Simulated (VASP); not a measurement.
Computed with PW91 GGA, VASP's PBE PAW potentials (set 64) (plane waves; VASP).

VASP ran on this input.

### POSCAR
```
AuAl2
6.0635190
  0.0000000000   0.4999999879   0.4999999879
  0.4999999879   0.0000000000   0.4999999879
  0.4999999879   0.4999999879   0.0000000000
Al Au
2 1
direct
  0.2500000000   0.2500000000   0.2500000000
  0.7500000000   0.7500000000   0.7500000000
  0.0000000000   0.0000000000   0.0000000000
```

### KPOINTS
```
k-points along high-symmetry lines
15
Line-mode
Reciprocal
  0.000000   0.000000   0.000000 ! GAMMA
  0.500000   0.000000   0.500000 ! X

  0.500000   0.000000   0.500000 ! X
  0.625000   0.250000   0.625000 ! U

  0.375000   0.375000   0.750000 ! K
  0.000000   0.000000   0.000000 ! GAMMA

  0.000000   0.000000   0.000000 ! GAMMA
  0.500000   0.500000   0.500000 ! L

  0.500000   0.500000   0.500000 ! L
  0.500000   0.250000   0.750000 ! W

  0.500000   0.250000   0.750000 ! W
  0.500000   0.000000   0.500000 ! X
```

INCAR:
```
SYSTEM = AuAl2
PREC = Accurate; ENCUT = 520; LREAL = F
LASPH = T; ICHARG = 11
EDIFF = 1E-7; NELM = 100; ALGO = Normal
LMAXMIX = 6
ISMEAR = 0; SIGMA = 0.05
GGA = 91
LWAVE = F; LCHARG = F; LORBIT = 11
```

POTCAR, in this order: Al Au (PBE.64 set). Program: vasp_std. Read from the step before: CHGCAR.

The run wrote:

OSZICAR:
```
       N       E                     dE             d eps       ncg     rms          rms(c)
DAV:   1     0.650150256014E+02    0.65015E+02   -0.71506E+03  2168   0.116E+03
DAV:   2    -0.951649776241E+01   -0.74532E+02   -0.69181E+02  2468   0.207E+02
DAV:   3    -0.113600987562E+02   -0.18436E+01   -0.17918E+01  2744   0.318E+01
DAV:   4    -0.113769704498E+02   -0.16872E-01   -0.16802E-01  2660   0.345E+00
DAV:   5    -0.113772793036E+02   -0.30885E-03   -0.30881E-03  2728   0.489E-01
DAV:   6    -0.113772880572E+02   -0.87535E-05   -0.87540E-05  2672   0.788E-02
DAV:   7    -0.113772883442E+02   -0.28706E-06   -0.28702E-06  2716   0.147E-02
DAV:   8    -0.113772883543E+02   -0.10079E-07   -0.90681E-08  2080   0.264E-03
   1 F= -.11377288E+02 E0= -.11375780E+02  d E =-.301571E-02
```

**OUTCAR**
```
 val. band max:        8.4635953901   @ k =   0.1429   0.0000   0.1429

 cond. band min:       8.5176739145   @ k =   0.5000   0.0000   0.5000



 k-point     1 :       0.0000    0.0000    0.0000
  band No.  band energies     occupation
      1      -2.8865      2.00000
      2       0.9807      2.00000
      3       0.9807      2.00000
      4       0.9807      2.00000
      5       1.9096      2.00000
      6       1.9096      2.00000
      7       9.4209      0.00000
      8      10.3803      0.00000
      9      10.3803      0.00000
     10      10.3803      0.00000
     11      11.2138      0.00000
     12      11.2138      0.00000

 k-point     2 :       0.0357    0.0000    0.0357
  band No.  band energies     occupation
      1      -2.8646      2.00000
      2       0.9710      2.00000
      3       0.9873      2.00000
      4       0.9873      2.00000
      5       1.9035      2.00000
      6       1.9131      2.00000
      7       9.3840      0.00000
      8      10.0579      0.00000
      9      10.0579      0.00000
     10      10.2327      0.00000
     11      11.2934      0.00000
     12      11.5591      0.00000

 k-point     3 :       0.0714    0.0000    0.0714
  band No.  band energies     occupation
      1      -2.7990      2.00000
      2       0.9425      2.00000
      3       1.0072      2.00000
      4       1.0072      2.00000
      5       1.8855      2.00000
      6       1.9232      2.00000
      7       9.2901      0.00000
      8       9.5279      0.00000
      9       9.5279      0.00000
     10       9.8402      0.00000
     11      11.5135      0.00000
     12      12.1570      0.00000

 k-point     4 :       0.1071    0.0000    0.1071
  band No.  band energies     occupation
      1      -2.6900      2.00000
      2       0.8971      2.00000
      3       1.0401      2.00000
      4       1.0401      2.00000
      5       1.8561      2.00000
      6       1.9396      2.00000
      7       8.9873      0.00000
...
```

The density is held fixed in this step, so its total energy and stress have no physical meaning. Unless said otherwise, spin-orbit coupling is left out, though it shifts the bands of the heavy elements here.

The compound is AuAl2 in the fluorite structure. It was relaxed first. The electron count is odd and the run is not spin-polarised, which forces a metal.
